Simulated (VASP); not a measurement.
# Mg6MnAl (Amm2) in VASP: equation of state, part 2 of 2

VASP 6.6.1.

### Step 6. Equation of state, PBE, collinear spin, ferromagnetic start, 21.24 Å³/atom (volume scaled by 1.04)

The input, INCAR:

```
ALGO = Normal
EDIFF = 1E-7
ENCUT = 520
GGA = PE
ISIF = 2
ISMEAR = -1
ISPIN = 2
LASPH = True
LCHARG = False
LMAXMIX = 4
LORBIT = 11
LREAL = False
LWAVE = False
MAGMOM = 4 0 0 0 0 0 0 0
NBANDS = 28
NELM = 100
PREC = Accurate
SIGMA = 0.05
```

The input, KPOINTS:

```
k-points
0
Gamma
  6 5 5
```

The input, POSCAR:

```
Mg6MnAl
1.0
    4.9371440117      0.0000000000      0.0000000000
    0.0000000000      3.1628926782      5.4408605251
    0.0000000000     -3.1628926782      5.4408605251
Mn Al Mg
1 1 6
Direct
    0.5000000000      0.6744610000      0.6744610000
    0.0000000000      0.8228360000      0.8228360000
    0.5000000000      0.1664950000      0.1664950000
    0.5000000000      0.6693700000      0.1607160000
    0.5000000000      0.1607160000      0.6693700000
    0.0000000000      0.3326030000      0.3326030000
    0.0000000000      0.8289910000      0.3445290000
    0.0000000000      0.3445290000      0.8289910000
```

Potentials or basis: VASP PAW PBE potentials, release 64 (Mn_pv, Al, Mg).

Command:

```console
$ cat potpaw_PBE.64/Mn_pv/POTCAR potpaw_PBE.64/Al/POTCAR potpaw_PBE.64/Mg/POTCAR > POTCAR
$ mpirun -np 1 vasp_std > vasp.out
```

OUTCAR:

```text
EDIFF = 1E-7
   ENCUT = 520
   GGA = PE
   ISIF = 2
   ISMEAR = -1
   ISPIN = 2
   LASPH = True
   LORBIT = 11
   LREAL = False
   NELM = 100
   PREC = Accurate

 Found     36 irreducible k-points:

 Following reciprocal coordinates:
            Coordinates               Weight
  0.000000  0.000000  0.000000      1.000000
  0.166667  0.000000  0.000000      2.000000
  0.333333  0.000000  0.000000      2.000000
  0.500000  0.000000  0.000000      1.000000
  0.000000  0.200000 -0.000000      4.000000
  0.166667  0.200000 -0.000000      8.000000
   k-points           NKPTS =     36   k-points in BZ     NKDIM =     36   number of bands    NBANDS=     28
   number of dos      NEDOS =    301   number of ions     NIONS =      8
   total plane-waves  NPLWV =  92160
   dimension x,y,z NGX =    40 NGY =   48 NGZ =   48
   dimension x,y,z NGXF=    80 NGYF=   96 NGZF=   96
   ions per type =               1   1   6
   NGX,Y,Z   is equivalent  to a cutoff of  13.47, 12.68, 12.68 a.u.
   NGXF,Y,Z  is equivalent  to a cutoff of  26.94, 25.36, 25.36 a.u.
 SYSTEM =  unknown system
[... 431 lines left out ...]
  external PRESSURE =     -19.1599436 kB  Pullay stress =       0.0000000 kB

 VOLUME and BASIS-vectors are now :
 -----------------------------------------------------------------------------
  energy-cutoff  :      520.00
  volume of cell :      169.93
      direct lattice vectors                 reciprocal lattice vectors
     4.937144012  0.000000000  0.000000000     0.202546249  0.000000000  0.000000000
     0.000000000  3.162892678  5.440860525     0.000000000  0.158083138  0.091897228
     0.000000000 -3.162892678  5.440860525     0.000000000 -0.158083138  0.091897228

 POSITION                                       TOTAL-FORCE (eV/Angst)
 -----------------------------------------------------------------------------------
      2.46857      0.00000      7.33930         0.000000     -0.000000      0.052262
      0.00000      0.00000      8.95387         0.000000     -0.000000     -0.030501
      2.46857      0.00000      1.81175         0.000000     -0.000000     -0.000485
      2.46857      1.60882      4.51638         0.000000      0.003726     -0.008145
      2.46857     -1.60882      4.51638         0.000000     -0.003726     -0.008145
      0.00000      0.00000      3.61929         0.000000     -0.000000      0.004253
      0.00000      1.53230      6.38496         0.000000     -0.017104     -0.004619
      0.00000     -1.53230      6.38496         0.000000      0.017104     -0.004619
 -----------------------------------------------------------------------------------
    total drift:                               -0.000000     -0.000000     -0.001048

  FREE ENERGIE OF THE ION-ELECTRON SYSTEM (eV)
  ---------------------------------------------------
  free  energy   TOTEN  =       -21.0554368118 eV

  energy  without entropy=      -21.0203207380  energy(sigma->0) =      -21.03787877

 total charge

# of ion       s       p       d       tot
------------------------------------------
    1        0.281   6.149   4.953  11.383
    2        0.445   0.307   0.000   0.752
    3        0.208   0.142   0.012   0.362
    4        0.200   0.134   0.015   0.349
    5        0.200   0.134   0.015   0.349
    6        0.213   0.132   0.014   0.359
    7        0.205   0.133   0.015   0.353
    8        0.205   0.133   0.015   0.353
--------------------------------------------------
tot          1.958   7.263   5.039  14.260

 magnetization (x)

# of ion       s       p       d       tot
------------------------------------------
    1        0.044   0.028   3.566   3.638
    2       -0.004  -0.019   0.000  -0.023
    3       -0.007  -0.010  -0.000  -0.017
    4       -0.008  -0.008  -0.001  -0.016
    5       -0.008  -0.008  -0.001  -0.016
    6        0.005   0.002  -0.001   0.006
    7       -0.012  -0.006  -0.001  -0.019
    8       -0.012  -0.006  -0.001  -0.019
--------------------------------------------------
tot         -0.002  -0.028   3.562   3.532
```

OSZICAR:

```text
N       E                     dE             d eps       ncg     rms          rms(c)
DAV:   1     0.749631142085E+02    0.74963E+02   -0.12209E+04  4608   0.820E+02
DAV:   2    -0.186684339642E+02   -0.93632E+02   -0.86634E+02  4144   0.160E+02
DAV:   3    -0.224287072199E+02   -0.37603E+01   -0.36436E+01  5096   0.325E+01
DAV:   4    -0.224852283709E+02   -0.56521E-01   -0.56277E-01  4784   0.393E+00
DAV:   5    -0.224862503791E+02   -0.10220E-02   -0.10220E-02  4864   0.613E-01    0.123E+01
DAV:   6    -0.345183376090E+02   -0.12032E+02   -0.38727E+01  4592   0.487E+01    0.472E+01
DAV:   7    -0.206995119879E+02    0.13819E+02   -0.37078E+01  4800   0.456E+01    0.619E+00
DAV:   8    -0.210064602769E+02   -0.30695E+00   -0.12325E+00  4512   0.533E+00    0.382E+00
DAV:   9    -0.210549556835E+02   -0.48495E-01   -0.28211E-01  4664   0.370E+00    0.141E+00
DAV:  10    -0.210556424500E+02   -0.68677E-03   -0.38259E-02  4540   0.112E+00    0.816E-01
DAV:  11    -0.210551418115E+02    0.50064E-03   -0.33223E-03  4556   0.349E-01    0.364E-01
DAV:  12    -0.210554171290E+02   -0.27532E-03   -0.20741E-03  4676   0.289E-01    0.858E-02
DAV:  13    -0.210554545402E+02   -0.37411E-04   -0.16954E-04  4332   0.788E-02    0.510E-02
DAV:  14    -0.210554345121E+02    0.20028E-04   -0.27946E-05  4808   0.389E-02    0.165E-02
DAV:  15    -0.210554369836E+02   -0.24715E-05   -0.14558E-05  5040   0.188E-02    0.142E-02
DAV:  16    -0.210554368164E+02    0.16721E-06   -0.17227E-06  4664   0.103E-02    0.625E-03
DAV:  17    -0.210554368118E+02    0.46375E-08   -0.71301E-07  4132   0.582E-03
   1 F= -.21055437E+02 E0= -.21037879E+02  d E =-.351161E-01  mag=     3.4051
```

stdout:

```text
POSCAR found type information on POSCAR MnAlMg
 POSCAR found :  3 types and       8 ions
 scaLAPACK will be used
 LDA part: xc-table for (Slater+PW92), standard interpolation
 POSCAR, INCAR and KPOINTS ok, starting setup
 FFT: planning ... GRIDC
 FFT: planning ... GRID_SOFT
 FFT: planning ... GRID
 WAVECAR not read
 entering main loop
```

Run time: 8.9 min. Hardware: 1 thread of Intel Xeon Platinum 8175M at 2.50GHz (Skylake/Cascade Lake), shared host; peak memory 0.53 GiB.

Results:

| Quantity | Value |
| --- | --- |
| Free energy | -21.0554 eV |
| Pressure | -1.9 GPa |
| Largest force | 0.052 eV/Å |
| Band gap on the k mesh | none (metal or under the smearing width) |
| Net moment | 3.41 μB per cell |
| Site moments | Mn +3.64; Al -0.02; Mg -0.02, +0.01 μB |
| Valence electrons inside the program's atomic spheres | Mn 11.38; Al 0.75; Mg 0.36, 0.35 |

### Step 7. Equation of state, PBE, collinear spin, ferromagnetic start

Potentials or basis: VASP PAW PBE potentials, release 64 (Mn_pv, Al, Mg).

No new run: the results of the series are fitted here.

Results:

| Item | Value |
| --- | --- |
| Equilibrium volume | 20.23 Å³/atom |
| Bulk modulus at fixed shape and positions | 43 GPa |
| Pressure derivative of the bulk modulus | 4.1 |

Energy against volume, from the lowest point:
```csv
volume (Å³/atom),energy (meV/atom)
19.198,7.52
19.607,2.49
20.015,0.07
20.424,0.00
20.832,2.05
21.241,6.01
```

Caveat: the cell was scaled at fixed shape and fractional positions, which overstates the stiffness of a crystal with free parameters, most of all of layers and chains.
